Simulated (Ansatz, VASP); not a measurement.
# SiPb: VASP beside Ansatz

```
Pb Si
1.0
     3.01949    0.00000    0.00000
     0.00000    3.01949    0.00000
     0.00000    0.00000    3.01949
Pb Si
1 1
Direct
  0.00000 0.00000 0.00000
  0.50000 0.50000 0.50000
```

Change from the starting cell: volume scaled by 0.6, crystal datasets.

Alike in both runs: task single point; functional PBEsol; k mesh 11 × 11 × 11; occupations fermi-dirac, width 0.08 eV; no spin polarisation.

|  | VASP | Ansatz |
| --- | --- | --- |
| version | VASP 6.6.1 | Ansatz 0.2.0 |
| potentials or method | VASP PAW PBE potentials, release 64 (Pb_d, Si), cutoff 520 eV | all-electron PAW with datasets made for the crystal, scalar-relativistic |

|  | VASP | Ansatz | Ansatz less VASP |
| --- | --- | --- | --- |
| pressure (GPa) | 101.2 | 101.2 | -0.06 |

Ansatz ran all-electron here, so the differences hold the error of VASP's frozen core and of both bases. Ansatz warned: «printed_levels_off».

Caveats: the cell as given lies far from equilibrium; so large a pressure means that the cell lies far from this level's equilibrium, or that cutoff or potentials fall short (VASP); the potentials were made for another functional, which shifts forces and pressure (VASP). Spin-orbit coupling is left out, which matters for the levels of Pb.
